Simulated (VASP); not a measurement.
Input:

```
As
1.0
    3.54552    -1.86809    -0.03443
    3.54552     1.86809    -0.03443
    2.59126     0.00000     3.05729
As
2
Direct
  0.22872   0.22872   0.22872
  0.77128   0.77128   0.77128
```

Calculation: PBE GGA with D3 dispersion (zero damping), VASP's PBE PAW potentials (set 64) (plane waves; VASP 6.6.1). Run with 520 eV cut-off, 12×12×12 Γ-centred mesh, first-order Methfessel-Paxton smearing of 0.10 eV, potentials As.

Q: The ions and cell shape at fixed volume are relaxed. Which structure does the run end with?

A: 
```
As
1.0
    3.48560    -1.88662    -0.06411
    3.48560     1.88662    -0.06411
    2.52188     0.00000     3.05826
As
2
Direct
  0.23165   0.23165   0.23165
  0.76835   0.76835   0.76835
```
Space group R-3m (166), at a tolerance of 0.03 Å.

Q: How much energy does the relaxation gain?

A: The energy (σ→0) changes by -7.6 meV/atom, in 5 ionic steps.

The compound is As in the a7 structure. This cell is one point of a volume scan, at 0.94 of the reference volume. Symmetry was kept, so distortions that lower it aren't found.
